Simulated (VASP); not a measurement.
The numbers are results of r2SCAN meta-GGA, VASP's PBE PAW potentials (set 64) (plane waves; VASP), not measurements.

Input for VASP

**KPOINTS**
```
kpoints
0
gamma
6 6 6
0 0 0
```

**POSCAR**
```
CsBr
1.0
  4.2900000000   0.0000000000   0.0000000000
  0.0000000000   4.2900000000   0.0000000000
  0.0000000000   0.0000000000   4.2900000000
Cs Br
1 1
direct
  0.0000000000   0.0000000000   0.0000000000
  0.5000000000   0.5000000000   0.5000000000
```

**INCAR**
```
ALGO  =  Normal
EDIFF  =  1E-6
EDIFFG  =  -0.01
ENCUT  =  520
IBRION  =  2
ISIF  =  3
ISMEAR  =  0
LASPH  =  .TRUE.
LCHARG  =  .FALSE.
LMAXMIX  =  4
LMIXTAU  =  .TRUE.
LREAL  =  .FALSE.
LWAVE  =  .FALSE.
METAGGA  =  R2SCAN
NELM  =  100
NSW  =  60
PREC  =  Accurate
SIGMA  =  0.05
SYSTEM  =  CsBr
```

POTCAR, in this order: Cs_sv Br (PBE.64 set). Program: vasp_std.

Q: What will the output report for the number of irreducible k-points (NKPTS), largest plane-wave count, number of space-group operations, FFT grid (NGX, NGY, NGZ)?

A: 
```
Property                                      Result
--------------------------------------  ------------
number of irreducible k-points (NKPTS)            20
largest plane-wave count                        2176
number of space-group operations                  48
FFT grid (NGX, NGY, NGZ)                32 × 32 × 32
```

The compound is CsBr in the CsCl type structure. This run relaxes it. Symmetry was kept, so distortions that lower it aren't found.
